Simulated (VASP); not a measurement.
# ZrTl2Se3 (P1) in VASP: further runs, part 2 of 2

VASP 6.6.1.

## (3) Single point, PBE

Contents of INCAR:

```
SYSTEM = ZrTl2Se3
PREC     = Accurate       ! precision mode
ENCUT    = 520            ! plane-wave cutoff, eV
EDIFF    = 1E-6           ! SCF threshold, eV
ISMEAR   = 1              ! smearing method
SIGMA    = 0.0775         ! smearing width, eV
LREAL    = .False.        ! projectors in reciprocal space
LASPH    = .True.         ! aspherical terms in the spheres
NELM     = 100            ! most SCF steps
ALGO     = Fast           ! electronic algorithm
ISIF     = 2              ! what is computed and relaxed
LWAVE    = .False.        ! write WAVECAR
LCHARG   = .False.        ! write CHGCAR
GGA      = PE             ! functional
NBANDS   = 68             ! bands
```

Contents of KPOINTS:

```
Automatic mesh
0
Gamma
  2 4 2
  0 0 0
```

Contents of POSCAR:

```
ZrTl2Se3
1.0
    8.1264060000      0.0000000000      0.0000000000
    0.0000000000      3.8652250000      0.0000000000
   -1.3725240000      0.0000000000     10.4591840000
Tl Zr Se
4 2 6
Direct
    0.0689641616      0.2468909313      0.6591016087
    0.9343450469      0.7430403146      0.3358135778
    0.7442587694      0.2584436870      0.0024691219
    0.2519214439      0.7505301761      1.0040392252
    0.4100403908      0.2183922023      0.3358000968
    0.5960827535      0.7666924953      0.6537936420
    0.1427754598      0.2502177752      0.1883576195
    0.8565667880      0.7618317174      0.8090506869
    0.4494857704      0.2687874574      0.7904924514
    0.5518981868      0.7260469960      0.2161519484
    0.6808177237      0.2389061439      0.5131569537
    0.3127043341      0.7742726491      0.4911268413
```

Potentials or basis: VASP PAW PBE potentials, release 64 (Tl_d, Zr_sv, Se).

Run with:

```console
> cat potpaw_PBE.64/Tl_d/POTCAR potpaw_PBE.64/Zr_sv/POTCAR potpaw_PBE.64/Se/POTCAR > POTCAR
> mpirun -np 1 vasp_std > vasp.out
```

OUTCAR:

```text
SYSTEM = ZrTl2Se3
   PREC = Accurate
   ENCUT = 520
   EDIFF = 1E-6
   ISMEAR = 1
   LREAL = .False.
   LASPH = .True.
   NELM = 100
   ISIF = 2
   GGA = PE

 ion  position               nearest neighbor table
   1  0.069  0.247  0.659-   8 3.12   8 3.19   9 3.22  11 3.33  12 3.36   2 3.94   2 3.96
   2  0.934  0.743  0.336-   7 3.10   7 3.13  10 3.20  12 3.29   1 3.94   1 3.96   3 4.10
   3  0.744  0.258  0.002-   8 3.03   8 3.04   9 3.06  10 3.42   2 4.10
   4  0.252  0.751  0.004-   7 2.96   7 2.96  10 3.09   5 4.00
   5  0.410  0.218  0.336-   7 2.50  12 2.57  10 2.63  10 2.67  11 2.70  12 2.87   4 4.00
   6  0.596  0.767  0.654-   8 2.50  11 2.50  11 2.67  12 2.69   9 2.77   9 2.78
   7  0.143  0.250  0.188-   5 2.50   4 2.96   4 2.96   2 3.10   2 3.13
   8  0.857  0.762  0.809-   6 2.50   3 3.03   3 3.04   1 3.12   1 3.19
   9  0.449  0.269  0.790-   6 2.77   6 2.78   3 3.06   1 3.22
  10  0.552  0.726  0.216-   5 2.63   5 2.67   4 3.09   2 3.20   3 3.42
  11  0.681  0.239  0.513-   6 2.50   6 2.67   5 2.70   1 3.33
  12  0.313  0.774  0.491-   5 2.57   6 2.69   5 2.87   2 3.29   1 3.36

  LATTYP: Found a simple monoclinic cell.
 ALAT       =     8.1264060000
 B/A-ratio  =     0.4756376927
 C/A-ratio  =     1.2980960447
 COS(beta)  =    -0.1301111767

  Lattice vectors:

 A1 = (   8.1264060000,   0.0000000000,   0.0000000000)
 A2 = (   0.0000000000,   3.8652250000,   0.0000000000)
 A3 = (  -1.3725240000,   0.0000000000,  10.4591840000)

Analysis of symmetry for initial positions (statically):
=====================================================================
 Subroutine PRICEL returns:
 Original cell was already a primitive cell.

 Routine SETGRP: Setting up the symmetry group for a
 simple monoclinic supercell.

 Subroutine GETGRP returns: Found  1 space group operations
 (whereof  1 operations were pure point group operations)
 out of a pool of  4 trial point group operations.

The static configuration has the point symmetry C_1 .

Analysis of symmetry for dynamics (positions and initial velocities):
=====================================================================
 Subroutine PRICEL returns:
 Original cell was already a primitive cell.

 Routine SETGRP: Setting up the symmetry group for a
 simple monoclinic supercell.

 Subroutine GETGRP returns: Found  1 space group operations
 (whereof  1 operations were pure point group operations)
 out of a pool of  4 trial point group operations.

The dynamic configuration has the point symmetry C_1 .

 Subroutine INISYM returns: Found  1 space group operations
 (whereof  1 operations are pure point group operations),
 and found     1 'primitive' translations

----------------------------------------------------------------------------------------

                                     Primitive cell

  volume of cell :     328.5270

  direct lattice vectors                    reciprocal lattice vectors
     8.126406000  0.000000000  0.000000000     0.123055629  0.000000000  0.016148182
     0.000000000  3.865225000  0.000000000     0.000000000  0.258717151  0.000000000
    -1.372524000  0.000000000 10.459184000     0.000000000  0.000000000  0.095609753

  length of vectors
     8.126406000  3.865225000 10.548855487     0.124110642  0.258717151  0.095609753

[... 72 lines left out ...]
   dimension x,y,z NGX =    60 NGY =   30 NGZ =   80
   dimension x,y,z NGXF=   120 NGYF=   60 NGZF=  160
   ions per type =               4   2   6
   NGX,Y,Z   is equivalent  to a cutoff of  12.27, 12.90, 12.61 a.u.
   NGXF,Y,Z  is equivalent  to a cutoff of  24.55, 25.81, 25.22 a.u.
 SYSTEM =  ZrTl2Se3
   PREC   = accura    normal or accurate (medium, high low for compatibility)
   ISTART =      0    job   : 0-new  1-cont  2-samecut
   ICHARG =      2    charge: 1-file 2-atom 10-const
   ISPIN  =      1    spin polarized calculation?
   LNONCOLLINEAR =      F non collinear calculations
   LSORBIT =      F    spin-orbit coupling
   LASPH  =      T    aspherical Exc in radial PAW
   ENCUT  =  520.0 eV  38.22 Ry    6.18 a.u.  15.11  7.19 19.61*2*pi/ulx,y,z
   NELM   =    100;   NELMIN=  2; NELMDL= -5     # of ELM steps
   EDIFF  = 0.1E-05   stopping-criterion for ELM
   LREAL  =      F    real-space projection
   EDIFFG = 0.1E-04   stopping-criterion for IOM
   NSW    =      0    number of steps for IOM
   IBRION =     -1    ionic relax: 0-MD 1-quasi-New 2-CG
   NFREE  =      0    steps in history (QN), initial steepest desc. (CG)
   ISIF   =      2    stress and relaxation
   ISYM   =      2    0-nonsym 1-usesym 2-fastsym
   POTIM  = 0.5000    time-step for ionic-motion
   TEBEG  =    0.0;   TEEND  =   0.0 temperature during run
   PSTRESS=    0.0 pullay stress
   NELECT =     112.0000    total number of electrons
   NUPDOWN=      -1.0000    fix difference up-down
   EMIN   =  10.00;   EMAX   =-10.00  energy-range for DOS
   EFERMI =   0.00;   METHOD = LEGACY
   ISMEAR =     1;   SIGMA  =   0.08  broadening in eV -4-tet -1-fermi 0-gaus
   EFERMI_NEDOS =   21; number of points for ismear=-14 and -15
   IALGO  =     68    algorithm
   IMIX   =      4    mixing-type and parameters
     AMIX     =   0.40;   BMIX     =  1.00
     AMIX_MAG =   1.60;   BMIX_MAG =  1.00
  volume/ion in A,a.u.               =      27.38       184.75
  Fermi-wavevector in a.u.,A,eV,Ry     =   1.143643  2.161172 17.795322  1.307919
  Thomas-Fermi vector in A             =   2.280338
   LORBIT       =      0    0 simple, 1 ext, 2 COOP (PROOUT), +10 PAW based schemes
   GGA     = PE    functional components
   LHFCALC =     F    Hartree Fock is set to
   AEXX    =    0.0000 exact exchange contribution
   IVDW    =     0    specifies the selected vdW correction
   LEPSILON=     F    determine dielectric tensor
   LRPA    =     F    only Hartree local field effects (RPA)
 non-spin polarized calculation
 RMM-DIIS sequential band-by-band and
 Methfessel and Paxton  Order N= 1 SIGMA  =   0.08
  energy-cutoff  :      520.00
  volume of cell :      328.53
 maximum number of plane-waves:      8904
   NGX = 31   NGY = 15   NGZ = 39

 number of electron     112.0000003 magnetization

 Free energy of the ion-electron system (eV)
  ---------------------------------------------------
  ext. energy  EPLUGINS =         0.00000000
  ---------------------------------------------------
  free energy    TOTEN  =       -57.02690797 eV

  energy without entropy =      -57.02719116  energy(sigma->0) =      -57.02700237

 E-fermi :   4.9095     XC(G=0):  -9.4906

 val. band max:        4.8443272633   @ k =   0.5000   0.0000   0.5000
 cond. band min:       5.4506923354   @ k =   0.5000   0.5000   0.5000
 fundamental gap:      0.6063650721
 Fermi energy:         4.9095362096

 k-point     1 :       0.0000    0.0000    0.0000
  band No.  band energies     occupation
      1     -44.7076      2.00000
      2     -44.6267      2.00000
      3     -22.8247      2.00000
      4     -22.7790      2.00000
      5     -22.7238      2.00000
      6     -22.7135      2.00000
[... 841 lines left out ...]
     67       8.3889      0.00000
     68       8.5595      0.00000

------------------------ aborting loop because EDIFF is reached ----------------------------------------

  FORCE on cell =-STRESS in cart. coord.  units (eV):
  Direction    XX          YY          ZZ          XY          YZ          ZX
  --------------------------------------------------------------------------------------
  -------------------------------------------------------------------------------------
  Total       10.1316661      9.9189759     10.5942977      2.1176576     -2.2757508      2.0875362
  in kB       49.4106257     48.3733673     51.6668109     10.3275003    -11.0984974     10.1806031
  external PRESSURE =      49.8169347 kB  Pullay stress =       0.0000000 kB

 VOLUME and BASIS-vectors are now :
 -----------------------------------------------------------------------------
  energy-cutoff  :      520.00
  volume of cell :      328.53
      direct lattice vectors                 reciprocal lattice vectors
     8.126406000  0.000000000  0.000000000     0.123055629  0.000000000  0.016148182
     0.000000000  3.865225000  0.000000000     0.000000000  0.258717151  0.000000000
    -1.372524000  0.000000000 10.459184000     0.000000000  0.000000000  0.095609753

 POSITION                                       TOTAL-FORCE (eV/Angst)
 -----------------------------------------------------------------------------------
     -0.34420      0.95429      6.89367         0.073894      0.050085      0.065648
      7.13196      2.87202      3.51234         0.080943      0.040460      0.094091
      6.04476      0.99894      0.02583        -0.137656     -0.014846     -0.023872
      2.04167      2.90097      0.04225         0.228691      0.009435     -0.508766
      2.87126      0.84414      3.51219         0.237663      0.268951     -0.030047
      3.94666      2.96344      6.83815        -1.238308     -0.494758      1.498919
      0.90173      0.96715      1.97007        -1.105919     -0.031275     -0.220808
      5.85037      2.94465      8.46201         1.092121     -0.061265      0.445470
      2.56773      1.03892      8.26791        -0.051960     -0.236045     -0.082438
      4.18827      2.80634      2.26077         0.365458      0.324533     -0.417317
      4.82828      0.92343      5.36720         1.543635      0.855088     -0.777891
      1.86708      2.99274      5.13679        -1.088561     -0.710363     -0.042989
 -----------------------------------------------------------------------------------
    total drift:                               -0.000953     -0.000697      0.000563

  FREE ENERGIE OF THE ION-ELECTRON SYSTEM (eV)
  ---------------------------------------------------
  free  energy   TOTEN  =       -57.0269079688 eV

  energy  without entropy=      -57.0271911626  energy(sigma->0) =      -57.02700237
```

Run time: 3.6 min. Hardware: 1 thread of Intel Xeon 6975P-C (Granite Rapids), shared host; peak memory 0.51 GiB.

Results:

| Quantity | Value |
| --- | --- |
| Free energy | -57.0269 eV |
| Pressure | 5.0 GPa |
| Largest force | 2.006 eV/Å |
| Band gap on the k mesh | 0.61 eV, indirect (least direct gap 0.66 eV) |

Forces in eV/Å, atoms in the order of the input:
```
Tl   0.074  0.050  0.066
Tl   0.081  0.040  0.094
Tl  -0.138 -0.015 -0.024
Tl   0.229  0.009 -0.509
Zr   0.238  0.269 -0.030
Zr  -1.238 -0.495  1.499
Se  -1.106 -0.031 -0.221
Se   1.092 -0.061  0.445
Se  -0.052 -0.236 -0.082
Se   0.365  0.325 -0.417
Se   1.544  0.855 -0.778
Se  -1.089 -0.710 -0.043
```

Caveat: spin-orbit coupling is left out, which as a rule narrows the gap of such compounds by several tenths of an eV; forces of over 1 eV/Å show positions far from the minimum, so gaps and moduli don't describe the material at rest. A k mesh can miss the band edges.

## (4) Single point, PBE

Contents of INCAR:

```
SYSTEM = ZrTl2Se3
PREC = Accurate
ENCUT = 520
EDIFF = 1E-6
ISMEAR = 1
SIGMA = 0.0775
LREAL = .FALSE.
LASPH = .TRUE.
NELM = 100
ALGO = Fast
ISIF = 2
LWAVE = .FALSE.
LCHARG = .TRUE.
GGA = PE
LELF = .TRUE.
LVHAR = .TRUE.
NBANDS = 68
```

Contents of KPOINTS:

```
Automatic mesh
0
G
  2 4 2
  0 0 0
```

Contents of POSCAR:

```
ZrTl2Se3
1.0
    8.1264060000      0.0000000000      0.0000000000
    0.0000000000      3.8652250000      0.0000000000
   -1.3725240000      0.0000000000     10.4591840000
Tl Zr Se
4 2 6
Direct
    0.0712301560      0.2455885492      0.6586028126
    0.9335471197      0.7400818840      0.3341682296
    0.7417164506      0.2620535674      0.0025529716
    0.2528317141      0.7507632803      1.0066280505
    0.4097437203      0.2052035781      0.3359633983
    0.5984780805      0.7732406264      0.6498996480
    0.1446304235      0.2502602048      0.1863067903
    0.8544500030      0.7668068482      0.8101181698
    0.4463352859      0.2764713568      0.7920952533
    0.5558314952      0.7162868914      0.2171083327
    0.6785448418      0.2354088054      0.5118692816
    0.3124565242      0.7835807747      0.4937804900
```

Run with:

```console
> cat potpaw_PBE.64/Tl_d/POTCAR potpaw_PBE.64/Zr_sv/POTCAR potpaw_PBE.64/Se/POTCAR > POTCAR
> mpirun -np 1 vasp_std > vasp.out
```

Run time: 4 min. Hardware: 1 thread of Intel Xeon 6975P-C (Granite Rapids), shared host; peak memory 0.5 GiB.

It converged, with:

```
Free energy            : -56.7540 eV
Pressure               : 5.2 GPa
Largest force          : 2.847 eV/Å
Band gap on the k mesh : 0.58 eV, indirect (least direct gap 0.71 eV)
```

Forces in eV/Å, atoms in the order of the input:
```
Tl   0.058  0.069  0.124
Tl   0.141  0.055  0.103
Tl  -0.147 -0.025 -0.064
Tl   0.303  0.010 -0.679
Zr   0.339  0.392 -0.288
Zr  -1.554 -0.901  2.208
Se  -1.170 -0.042 -0.050
Se   1.090 -0.078  0.355
Se   0.168 -0.297 -0.292
Se   0.156  0.411 -0.337
Se   1.869  1.350 -1.022
Se  -1.252 -0.944 -0.056
```

Stress tensor (GPa, compression positive):
```
 5.00  1.41  1.04
 1.41  5.12 -1.58
 1.04 -1.58  5.48
```

Levels at points of the mesh, in eV from the valence-band top:
| k point | band 54 | band 55 | band 56 | band 57 | band 58 | band 59 |
| --- | --- | --- | --- | --- | --- | --- |
| (0.00, 0.00, 0.00) | -0.82 | -0.56 | -0.53 | 0.66 | 1.02 | 1.53 |
| (0.50, 0.00, 0.00) | -0.60 | -0.57 | -0.23 | 0.73 | 1.02 | 1.49 |
| (0.00, 0.50, 0.00) | -1.45 | -1.05 | -0.79 | 0.80 | 0.92 | 1.37 |
| (0.50, 0.50, 0.00) | -1.70 | -1.61 | -1.32 | 0.95 | 1.07 | 1.22 |
| (0.00, 0.00, 0.50) | -1.11 | -0.55 | -0.11 | 0.75 | 0.90 | 1.14 |
| (0.50, 0.00, 0.50) | -0.55 | -0.53 | 0.00 | 0.71 | 0.97 | 1.64 |
| (0.00, 0.50, 0.50) | -1.24 | -1.03 | -0.90 | 0.71 | 0.79 | 1.01 |
| (0.50, 0.50, 0.50) | -1.68 | -1.15 | -1.03 | 0.58 | 0.64 | 1.10 |

Caveat: spin-orbit coupling is left out, which as a rule narrows the gap of such compounds by several tenths of an eV; forces of over 1 eV/Å show positions far from the minimum, so gaps and moduli don't describe the material at rest.
